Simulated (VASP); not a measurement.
These are r2SCAN+rVV10, VASP's PBE PAW potentials (set 64) (plane waves; VASP) values and carry that method's errors.

VASP input:

### POSCAR
```
CsBr
1
    4.2900000000     0.0000000000     0.0000000000
    0.0000000000     4.2900000000     0.0000000000
    0.0000000000     0.0000000000     4.2900000000
Cs Br
1 1
Direct
  0.0000000000   0.0000000000   0.0000000000
  0.5000000000   0.5000000000   0.5000000000
```

### INCAR
```
SYSTEM = CsBr
PREC = Accurate; ENCUT = 520; LREAL = .False.
LASPH = .True.
EDIFF = 1E-6; NELM = 100; ALGO = Normal
LMAXMIX = 4; LMIXTAU = .True.
ISMEAR = 0; SIGMA = 0.05
METAGGA = R2SCAN; LUSE_VDW = .True.; BPARAM = 11.95
CPARAM = 0.0093
IBRION = 2; NSW = 60; ISIF = 3
EDIFFG = -0.01
LWAVE = .False.; LCHARG = .False.
```

File KPOINTS:
```
Regular mesh
0
Gamma
 6 6 6
0 0 0
```

POTCAR, in this order: Cs_sv Br (PBE.64 set). Program: vasp_std.

**Question.** What will the output report for the number of irreducible k-points (NKPTS), largest plane-wave count, number of space-group operations, FFT grid (NGX, NGY, NGZ)?

**Answer.** 
| Item | Value |
|---|---|
| number of irreducible k-points (NKPTS) | 20 |
| largest plane-wave count | 2176 |
| number of space-group operations | 48 |
| FFT grid (NGX, NGY, NGZ) | 32 × 32 × 32 |

The compound is CsBr in the CsCl type structure. This run relaxes it. Symmetry was kept, so distortions that lower it aren't found.
